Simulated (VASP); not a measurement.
# VASP 6.6.1, PBEsol single-point calculation, Zn₂C (distorted antifluorite)

INCAR

```
SIGMA = 0.02
IBRION = -1
LWAVE = .FALSE.
LASPH = .TRUE.
PREC = Accurate
NELM = 120
NBANDS = 21
ENCUT = 520
LREAL = .FALSE.
ISMEAR = -1
ISIF = 2
EDIFF = 1E-7
LCHARG = .FALSE.
NSW = 0
GGA = PS
```

KPOINTS

```
KPOINTS created by Atomic Simulation Environment
0
Gamma
8 8 8
0 0 0
```

POSCAR

```
C  Zn
 1.0000000000000000
     0.0612000000000000    2.6050000000000000    2.6122000000000001
     2.6734000000000000    0.1044000000000000    2.5690000000000000
     2.6757000000000000    2.5640999999999998    0.1021000000000000
 C   Zn
   1   2
Cartesian
  2.8286595200000000  2.8233581000000001  4.9599160199999996
  1.3551472400000000  1.3672071799999999  1.3554838599999999
  3.8272808400000002  3.9922434600000001  4.1612287800000001
```

VASP ran with the recommended PBE PAW datasets (28 valence electrons in the cell).

Command

```
mpirun -np 1 vasp_std
```

OSZICAR

```
N       E                     dE             d eps       ncg     rms          rms(c)
DAV:   1     0.145118464549E+03    0.14512E+03   -0.13579E+04 11149   0.202E+03
DAV:   2    -0.182911210315E+01   -0.14695E+03   -0.14021E+03 11075   0.333E+02
DAV:   3    -0.119834355111E+02   -0.10154E+02   -0.10020E+02 12475   0.905E+01
DAV:   4    -0.121322317123E+02   -0.14880E+00   -0.14868E+00 11905   0.107E+01
DAV:   5    -0.121330491120E+02   -0.81740E-03   -0.81739E-03 12495   0.776E-01    0.129E+01
DAV:   6    -0.983732321123E+01    0.22957E+01   -0.64413E+00 16282   0.618E+01    0.836E+00
DAV:   7    -0.982731923543E+01    0.10004E-01   -0.11431E+00 11946   0.144E+01    0.435E+00
DAV:   8    -0.980158077594E+01    0.25738E-01   -0.81604E-02 12386   0.381E+00    0.141E+00
DAV:   9    -0.979773723001E+01    0.38435E-02   -0.64252E-03 14133   0.186E+00    0.137E-01
DAV:  10    -0.979761467392E+01    0.12256E-03   -0.12044E-03 14840   0.587E-01    0.670E-02
DAV:  11    -0.979762022253E+01   -0.55486E-05   -0.21595E-04 12227   0.198E-01    0.208E-02
DAV:  12    -0.979761966085E+01    0.56168E-06   -0.25672E-05 14231   0.968E-02    0.667E-03
DAV:  13    -0.979761963849E+01    0.22366E-07   -0.30361E-06 12486   0.234E-02    0.235E-03
DAV:  14    -0.979761967672E+01   -0.38236E-07   -0.30279E-07 12163   0.112E-02
   1 F= -.97976197E+01 E0= -.97976160E+01  d E =-.742734E-05
```

From OUTCAR

```
k-points           NKPTS =    260   k-points in BZ     NKDIM =    260   number of bands    NBANDS=     21

   NELECT =      28.0000    total number of electrons

   dimension x,y,z NGX =    28 NGY =   28 NGZ =   28
   dimension x,y,z NGXF=    56 NGYF=   56 NGZF=   56

  energy-cutoff  :      520.00
  volume of cell :       33.97
      direct lattice vectors                 reciprocal lattice vectors
     0.061200000  2.605000000  2.612200000    -0.193600601  0.194319054  0.193571404
     2.673400000  0.104400000  2.569000000     0.189345543 -0.205573149  0.200570441
     2.675700000  2.564100000  0.102100000     0.188979326  0.200951874 -0.204825499

 k-points in reciprocal lattice and weights: KPOINTS created by Atomic Simulation Env
   0.00000000  0.00000000  0.00000000       0.002
   0.12500000  0.00000000 -0.00000000       0.004
   0.25000000  0.00000000 -0.00000000       0.004
   0.37500000  0.00000000  0.00000000       0.004
   0.50000000  0.00000000 -0.00000000       0.002
   0.00000000  0.12500000 -0.00000000       0.004
   0.12500000  0.12500000 -0.00000000       0.004
   0.25000000  0.12500000 -0.00000000       0.004
   ...

 E-fermi :   4.7467

 k-point     1 :       0.0000    0.0000    0.0000
  band No.  band energies     occupation
      1      -9.8727      2.00000
      2      -4.6918      2.00000
      3      -4.6567      2.00000
      4      -4.4469      2.00000
      5      -4.1177      2.00000
      6      -4.1086      2.00000
      7      -2.9716      2.00000
      8      -2.8623      2.00000
      9      -2.7781      2.00000
     10      -2.5146      2.00000
     11      -2.4561      2.00000
     12       3.7984      2.00000
     13       4.1450      2.00000
     14       4.6507      1.98370
     15       4.8428      0.01626
     16       8.4624      0.00000
     17      10.0321      0.00000
     18      10.4062      0.00000
     19      13.3927      0.00000
     20      15.1545      0.00000
     21      15.5216      0.00000

 k-point     2 :       0.1250    0.0000   -0.0000
  band No.  band energies     occupation
      1      -9.6898      2.00000
      2      -4.6585      2.00000
      3      -4.6068      2.00000
      4      -4.4141      2.00000
      5      -4.0885      2.00000
      6      -4.0666      2.00000
      7      -3.0086      2.00000
      8      -2.8869      2.00000
      9      -2.8119      2.00000
     10      -2.5811      2.00000
     11      -2.5290      2.00000
     12       2.7401      2.00000
     13       3.7651      2.00000
     14       4.5034      1.99999
     15       5.4349      0.00000
     16       8.6188      0.00000
     17       9.5483      0.00000
     18      10.7374      0.00000
     19      14.0065      0.00000
     20      14.5915      0.00000
     21      15.3430      0.00000

 k-point     3 :       0.2500    0.0000   -0.0000
  band No.  band energies     occupation
      1      -9.1954      2.00000
      2      -4.5636      2.00000
      3      -4.4742      2.00000
      4      -4.3147      2.00000
      5      -3.9989      2.00000
      6      -3.9318      2.00000
      7      -3.1192      2.00000
      8      -2.9530      2.00000
      9      -2.9084      2.00000
     10      -2.7448      2.00000
     11      -2.7113      2.00000
     12       0.7193      2.00000
     13       3.5395      2.00000
     14       4.1366      2.00000
     15       5.5396      0.00000
     16       9.1237      0.00000
     17       9.5191      0.00000
     18      10.8061      0.00000
     19      13.6970      0.00000
     20      14.1779      0.00000
     21      15.4742      0.00000

 k-point     4 :       0.3750    0.0000    0.0000
  band No.  band energies     occupation
      1      -8.5955      2.00000
      2      -4.4068      2.00000
      3      -4.2957      2.00000
      4      -4.1802      2.00000
      5      -3.8247      2.00000
      6      -3.7554      2.00000
      7      -3.2785      2.00000
      8      -3.0860      2.00000
      9      -2.9699      2.00000
     10      -2.9109      2.00000
     11      -2.8887      2.00000
     12      -1.2254      2.00000
     13       3.3697      2.00000
     14       3.8551      2.00000
     15       5.3241      0.00000
     16       9.1801      0.00000
     17      10.0287      0.00000
     18      10.5656      0.00000
     19      13.2976      0.00000
     20      15.4684      0.00000
     21      16.7378      0.00000

 k-point     5 :       0.5000    0.0000   -0.0000
  band No.  band energies     occupation
      1      -8.3014      2.00000
      2      -4.3082      2.00000
      3      -4.1858      2.00000
      4      -4.0876      2.00000
      5      -3.6880      2.00000
      6      -3.6520      2.00000
      7      -3.3957      2.00000
      8      -3.1686      2.00000
      9      -3.0003      2.00000
     10      -2.9774      2.00000
     11      -2.6335      2.00000
     12      -2.4679      2.00000
     13       3.3113      2.00000
     14       3.7556      2.00000
     15       5.2183      0.00000
     16       9.0402      0.00000
     17      10.2219      0.00000
     18      10.5614      0.00000
     19      13.3113      0.00000
     20      16.7040      0.00000
     21      17.9552      0.00000

 k-point     6 :       0.0000    0.1250   -0.0000
  band No.  band energies     occupation
      1      -9.6686      2.00000
      2      -4.6820      2.00000
      3      -4.5844      2.00000
      4      -4.4252      2.00000
      5      -4.1015      2.00000
      6      -4.0249      2.00000
      7      -2.9992      2.00000
      8      -2.9334      2.00000
      9      -2.8150      2.00000
     10      -2.5662      2.00000
     11      -2.5192      2.00000
     12       2.8570      2.00000
     13       3.7344      2.00000
     14       4.2492      2.00000
     15       5.5918      0.00000
     16       8.5817      0.00000
     17       9.4204      0.00000
     18      11.0435      0.00000
     19      13.2913      0.00000
     20      14.4973      0.00000
     21      15.3938      0.00000

 k-point     7 :       0.1250    0.1250   -0.0000
  band No.  band energies     occupation
      1      -9.6186      2.00000
      2      -4.6816      2.00000
      3      -4.5637      2.00000
      4      -4.3933      2.00000
      5      -4.0866      2.00000
      6      -4.0123      2.00000
      7      -3.0029      2.00000
      8      -2.9778      2.00000
      9      -2.8127      2.00000
     10      -2.6264      2.00000
     11      -2.4942      2.00000
     12       2.9534      2.00000
     13       3.4402      2.00000
     14       3.6833      2.00000
     15       6.2250      0.00000
     16       7.9498      0.00000
     17      10.1936      0.00000
     18      10.7914      0.00000
     19      12.8483      0.00000
     20      14.9471      0.00000
     21      16.3554      0.00000

 k-point     8 :       0.2500    0.1250   -0.0000
  band No.  band energies     occupation
      1      -9.2389      2.00000
      2      -4.6250      2.00000
      3      -4.4748      2.00000
      4      -4.2810      2.00000
      5      -4.0087      2.00000
      6      -3.9095      2.00000
      7      -3.0860      2.00000
      8      -3.0664      2.00000
      9      -2.8669      2.00000
     10      -2.7896      2.00000
     11      -2.5744      2.00000
     12       1.5211      2.00000
     13       2.8248      2.00000
     14       3.4225      2.00000
     15       6.4747      0.00000
     16       8.2603      0.00000
     17      10.0630      0.00000
     18      10.8210      0.00000
     19      12.6852      0.00000
     20      15.5897      0.00000
     21      16.3904      0.00000

 k-point     9 :       0.3750    0.1250    0.0000
  band No.  band energies     occupation
      1      -8.6726      2.00000
      2      -4.4748      2.00000
      3      -4.3456      2.00000
      4      -4.1252      2.00000
      5      -3.8960      2.00000
      6      -3.7408      2.00000
      7      -3.2493      2.00000
      8      -3.1297      2.00000
      9      -2.9585      2.00000
     10      -2.9089      2.00000
     11      -2.7599      2.00000
     12      -0.4579      2.00000
     13       2.6031      2.00000
     14       3.0575      2.00000
     15       6.2315      0.00000
     16       9.1432      0.00000
     17       9.6608      0.00000
     18      10.7194      0.00000
     19      13.8259      0.00000
     20      15.3062      0.00000
     21      16.9892      0.00000

 ...

  Total        2.7295178      4.5436667      3.2845827      2.0666006     -2.6751433     -2.6272566
  in kB      128.7382142    214.3028862    154.9179568     97.4716025   -126.1736333   -123.9150455
  external PRESSURE =     165.9863524 kB  Pullay stress =       0.0000000 kB

 POSITION                                       TOTAL-FORCE (eV/Angst)
 -----------------------------------------------------------------------------------
      2.82866      2.82336      4.95992        -2.696391     -3.729729      2.725569
      1.35515      1.36721      1.35548        -0.700815      0.056800      0.331074
      3.82728      3.99224      4.16123         3.397207      3.672929     -3.056643
 -----------------------------------------------------------------------------------
    total drift:                               -0.000086     -0.000017     -0.000466

  FREE ENERGIE OF THE ION-ELECTRON SYSTEM (eV)
  ---------------------------------------------------
  free  energy   TOTEN  =        -9.7976196767 eV

  energy  without entropy=       -9.7976122494  energy(sigma->0) =       -9.79761596
```

```yaml
gap_between_bands_v_and_c_on_the_k_mesh: 0.19 eV
least_direct_gap_on_the_k_mesh: 0.19 eV
pressure: 16.6 GPa
largest_force: 5.86 eV/Å
```

Band v is the last that the valence electrons fill when counted band by band, and c is the next.

The run took about 2.8 min on one core of a shared host (Intel Xeon Platinum 8488C) and held 0.29 GiB at most.
